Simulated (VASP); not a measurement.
C:

```
CELL_PARAMETERS angstrom
2.45600 0.00000 0.00000
-1.22800 2.12696 0.00000
0.00000 0.00000 6.69600
ATOMIC_POSITIONS crystal
C 0.00000 0.00000 0.75000
C 0.00000 0.00000 0.25000
C 0.33333 0.66667 0.75000
C 0.66667 0.33333 0.25000
```

- Program: VASP 6.6.1
- Task: relaxation of cell and atoms
- Functional: PBE
- Dispersion: D3(BJ)
- Potentials or basis: VASP PAW PBE potentials, release 64 (C)
- Cutoff: 520 eV
- k mesh: 3 × 3 × 1
- Occupations: gaussian, width 0.02 eV
- Spin: no spin polarisation

At the start: pressure 6.1 GPa; volume 8.74 Å³/atom.

**Question.** How do energy, volume and symmetry change on relaxing?

**Answer.** Over 11 steps the energy falls by 5.5 meV/atom and the volume is 8.60 Å³/atom (-1.7 %); space group P6_3/mmc (No. 194, to 0.05 Å).

The path:
```tsv
step	energy change (eV)	largest force (eV/Å)	pressure (GPa)	volume (Å³)
1	0.0000	0.0000	6.14	34.98
2	0.0777	0.0000	-15.02	36.69
3	-0.0167	0.0000	-0.71	35.48
4	-0.0167	0.0000	-0.58	35.47
5	-0.0178	0.0000	-0.53	35.35
6	-0.0204	0.0000	-0.35	34.97
7	-0.0218	0.0000	0.06	34.22
8	-0.0219	0.0000	-0.07	34.43
9	-0.0219	0.0000	-0.05	34.40
10	-0.0219	0.0000	0.32	34.37
11	-0.0219	0.0000	0.00	34.40
```

Final structure:
```
CELL_PARAMETERS angstrom
2.47412 0.00000 0.00000
-1.23706 2.14265 0.00000
0.00000 0.00000 6.48875
ATOMIC_POSITIONS crystal
C 0.00000 0.00000 0.75000
C 0.00000 0.00000 0.25000
C 0.33333 0.66667 0.75000
C 0.66667 0.33333 0.25000
```

Caveat: the k mesh is coarse (spacing up to 0.98 Å⁻¹), so the values aren't converged.
